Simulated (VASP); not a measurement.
A convergence study with VASP on LiBr (space group Fm-3m): one setting is varied, all else stays as given below, so the limit is that of these other settings.

```xyz
2
Lattice="0.0000 2.7418 2.7418 2.7418 0.0000 2.7418 2.7418 2.7418 0.0000" Properties=species:S:1:pos:R:3 pbc="T T T"
Li     0.0000     0.0000     0.0000
Br     2.7418     2.7418     2.7418
```

Calculation: PBEsol GGA, VASP's PBE PAW potentials (set 64) (plane waves; VASP 6.6.1). The tightest run used: 400 eV cut-off, 12×12×12 Γ-centred mesh, Gaussian smearing of 0.010 eV, potentials Li_sv Br.

Q: The settings run are 3×3×3 mesh; 4×4×4 mesh; 5×5×5 mesh; 7×7×7 mesh; 8×8×8 mesh; 10×10×10 mesh; 12×12×12 mesh. From which on does the mean ε∞ stay within 0.1  of the tightest run?

A: From 5×5×5 mesh on: it is off by 0.07 there and by no more than 0.1 in any finer run, while 4×4×4 mesh is off by 0.21.
```
setting        mean ε∞  irreducible k-points  difference judged ()
-------------  -------  --------------------  --------------------
3×3×3 mesh        4.17                     4                  0.69
4×4×4 mesh        3.69                     8                  0.21
5×5×5 mesh        3.55                    10                  0.07
7×7×7 mesh        3.49                    20                  0.01
8×8×8 mesh        3.48                    29                  0.00
10×10×10 mesh     3.48                    47                  0.00
12×12×12 mesh     3.48                    72                  0.00
```

Left out are rungs that failed or repeat a setting and relaxations that didn't move; long series are thinned to 24 rows.

The structure is a typed LiBr crystal (space group no. 225). The cell was not relaxed at this level.
